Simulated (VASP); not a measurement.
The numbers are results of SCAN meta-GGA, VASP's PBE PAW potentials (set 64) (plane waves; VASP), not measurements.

VASP input:

### INCAR
```
SYSTEM = Mo
PREC = Accurate
ENCUT = 520
EDIFF = 1E-7
NELM = 100
ALGO = Normal
LREAL = .FALSE.
LASPH = .TRUE.
ISMEAR = 1
SIGMA = 0.1
METAGGA = SCAN
LMIXTAU = .TRUE.
LMAXMIX = 4
LWAVE = .FALSE.
LCHARG = .FALSE.
ISIF = 2
```

### KPOINTS
```
Automatic mesh
0
Gamma
16 16 16
0 0 0
```

POSCAR:
```
Mo
1
   -1.5418608218     1.5418608218     1.5418608218
    1.5418608218    -1.5418608218     1.5418608218
    1.5418608218     1.5418608218    -1.5418608218
Mo
1
Direct
  0.0000000000   0.0000000000   0.0000000000
```

POTCAR, in this order: Mo_sv (PBE.64 set). Program: vasp_std.

Output of the run:

### OUTCAR
```
 ion  position               nearest neighbor table
   1  0.000  0.000  0.000-
  LATTYP: Found a body centered cubic cell.
 ALAT       =     3.0837216436
 Subroutine PRICEL returns:
 Original cell was already a primitive cell.
 Subroutine GETGRP returns: Found 48 space group operations
The static configuration has the point symmetry O_h .
The dynamic configuration has the point symmetry O_h .
 Subroutine INISYM returns: Found 48 space group operations
 Subroutine IBZKPT returns following result:
 Found    145 irreducible k-points:

 Following reciprocal coordinates:
            Coordinates               Weight
  0.000000  0.000000  0.000000      1.000000
  0.062500  0.000000  0.000000     12.000000
  0.125000  0.000000  0.000000     12.000000
  0.187500  0.000000  0.000000     12.000000
  0.250000  0.000000  0.000000     12.000000
  0.312500  0.000000  0.000000     12.000000
  0.375000  0.000000  0.000000     12.000000
  0.437500  0.000000  0.000000     12.000000
  0.500000  0.000000  0.000000      6.000000
  0.062500  0.062500  0.000000     24.000000
  0.125000  0.062500 -0.000000     48.000000
  0.187500  0.062500  0.000000     48.000000
  0.250000  0.062500  0.000000     48.000000
  0.312500  0.062500  0.000000     48.000000
  0.375000  0.062500  0.000000     48.000000
  0.437500  0.062500  0.000000     48.000000
  0.125000  0.125000  0.000000     24.000000
  0.187500  0.125000  0.000000     48.000000
  0.250000  0.125000 -0.000000     48.000000
  0.312500  0.125000  0.000000     48.000000
  0.375000  0.125000  0.000000     48.000000
  0.437500  0.125000 -0.000000     24.000000
  0.187500  0.187500  0.000000     24.000000
  0.250000  0.187500 -0.000000     48.000000
  0.312500  0.187500  0.000000     48.000000
  0.375000  0.187500  0.000000     48.000000
  0.250000  0.250000  0.000000     24.000000
  0.312500  0.250000  0.000000     48.000000
  0.375000  0.250000  0.000000     24.000000
  0.312500  0.312500  0.000000     24.000000
  0.062500  0.062500  0.062500      8.000000
  0.125000  0.062500  0.062500     24.000000
  0.187500  0.062500  0.062500     24.000000
  0.250000  0.062500  0.062500     24.000000
  0.312500  0.062500  0.062500     24.000000
  0.375000  0.062500  0.062500     24.000000
  0.437500  0.062500  0.062500     12.000000
 -0.062500  0.062500  0.062500      6.000000
  0.125000  0.125000  0.062500     24.000000
  0.187500  0.125000  0.062500     48.000000
   k-points           NKPTS =    145   k-points in BZ     NKDIM =    145   number of bands    NBANDS=     11
   number of dos      NEDOS =    301   number of ions     NIONS =      1
   total plane-waves  NPLWV =   8000
   dimension x,y,z NGX =    20 NGY =   20 NGZ =   20
   dimension x,y,z NGXF=    40 NGYF=   40 NGZF=   40
   ions per type =               1
   PREC   = accura    normal or accurate (medium, high low for compatibility)
   ISTART =      0    job   : 0-new  1-cont  2-samecut
   ICHARG =      2    charge: 1-file 2-atom 10-const
   ISPIN  =      1    spin polarized calculation?
   LNONCOLLINEAR =      F non collinear calculations
   LSORBIT =      F    spin-orbit coupling
   INIWAV =      1    electr: 0-lowe 1-rand  2-diag
   ENCUT  =  520.0 eV  38.22 Ry    6.18 a.u.   4.97  4.97  4.97*2*pi/ulx,y,z
   NELM   =    100;   NELMIN=  2; NELMDL= -5     # of ELM steps
   EDIFF  = 0.1E-06   stopping-criterion for ELM
   LREAL  =      F    real-space projection
   NLSPLINE    = F    spline interpolate recip. space projectors
   LMAXMIX     =    4 max onsite mixed and CHGCAR
   VOSKOWN=      0    Vosko Wilk Nusair interpolation
...
```

File OSZICAR:
```
       N       E                     dE             d eps       ncg     rms          rms(c)
DAV:   1     0.642779594022E+02    0.64278E+02   -0.86088E+03  3214   0.135E+03
DAV:   2    -0.394541174730E+02   -0.10373E+03   -0.10022E+03  3499   0.354E+02
DAV:   3    -0.408420802573E+02   -0.13880E+01   -0.13763E+01  3646   0.407E+01
DAV:   4    -0.408457525260E+02   -0.36723E-02   -0.36719E-02  3517   0.248E+00
DAV:   5    -0.408457721931E+02   -0.19667E-04   -0.19667E-04  3702   0.176E-01    0.214E+01
DAV:   6    -0.341485832874E+02    0.66972E+01   -0.41590E+00  3349   0.278E+01    0.216E+00
DAV:   7    -0.348899105680E+02   -0.74133E+00   -0.30597E-01  3256   0.765E+00    0.238E+00
DAV:   8    -0.344948812699E+02    0.39503E+00   -0.49223E-01  3412   0.914E+00    0.251E+00
DAV:   9    -0.348331593918E+02   -0.33828E+00   -0.21268E-01  3382   0.510E+00    0.673E-01
DAV:  10    -0.348336320997E+02   -0.47271E-03   -0.78233E-02  3262   0.342E+00    0.475E-01
DAV:  11    -0.348422621345E+02   -0.86300E-02   -0.20664E-02  3236   0.202E+00    0.213E-01
DAV:  12    -0.348568946382E+02   -0.14633E-01   -0.76286E-02  3262   0.326E+00    0.203E-01
DAV:  13    -0.348430621965E+02    0.13832E-01   -0.83242E-02  3229   0.351E+00    0.240E-01
DAV:  14    -0.348379687425E+02    0.50935E-02   -0.16144E-02  3199   0.155E+00    0.143E-02
DAV:  15    -0.348378954903E+02    0.73252E-04   -0.47944E-04  3460   0.294E-01    0.231E-02
DAV:  16    -0.348378825918E+02    0.12898E-04   -0.97304E-06  3520   0.449E-02    0.212E-02
DAV:  17    -0.348378788410E+02    0.37508E-05   -0.26593E-05  3235   0.685E-02    0.126E-02
DAV:  18    -0.348378728854E+02    0.59556E-05   -0.19574E-05  3208   0.662E-02    0.594E-03
DAV:  19    -0.348378722220E+02    0.66335E-06   -0.35472E-07  3743   0.805E-03    0.446E-03
DAV:  20    -0.348378745685E+02   -0.23465E-05   -0.33428E-06  3208   0.268E-02    0.130E-03
DAV:  21    -0.348378750600E+02   -0.49149E-06   -0.19613E-06  3199   0.184E-02    0.138E-03
DAV:  22    -0.348378749604E+02    0.99538E-07   -0.13781E-07  3078   0.500E-03
   1 F= -.34837875E+02 E0= -.34838056E+02  d E =0.542009E-03
```

### OUTCAR
```
------------------------ aborting loop because EDIFF is reached ----------------------------------------
  FORCE on cell =-STRESS in cart. coord.  units (eV):
  Direction    XX          YY          ZZ          XY          YZ          ZX
  --------------------------------------------------------------------------------------
  Total        1.7498539      1.7498539      1.7498539     -0.0000000      0.0000000     -0.0000000
  in kB      191.2127542    191.2127542    191.2127542     -0.0000000      0.0000000     -0.0000000
  external PRESSURE =     191.2127542 kB  Pullay stress =       0.0000000 kB
  volume of cell :       14.66
      direct lattice vectors                 reciprocal lattice vectors
    -1.541860822  1.541860822  1.541860822     0.000000000  0.324283485  0.324283485
     1.541860822 -1.541860822  1.541860822     0.324283485  0.000000000  0.324283485
     1.541860822  1.541860822 -1.541860822     0.324283485  0.324283485  0.000000000
 POSITION                                       TOTAL-FORCE (eV/Angst)
 -----------------------------------------------------------------------------------
      0.00000      0.00000      0.00000        -0.000000      0.000000      0.000000
 -----------------------------------------------------------------------------------
    total drift:                                0.000000      0.000000      0.000000
  FREE ENERGIE OF THE ION-ELECTRON SYSTEM (eV)
  ---------------------------------------------------
  free  energy   TOTEN  =       -34.8378749604 eV

  energy  without entropy=      -34.8384169693  energy(sigma->0) =      -34.83805563
```
(Selected blocks of OUTCAR.)

The compound is Mo in the bcc structure. This cell is one point of a volume scan, at 0.94 of the reference volume.
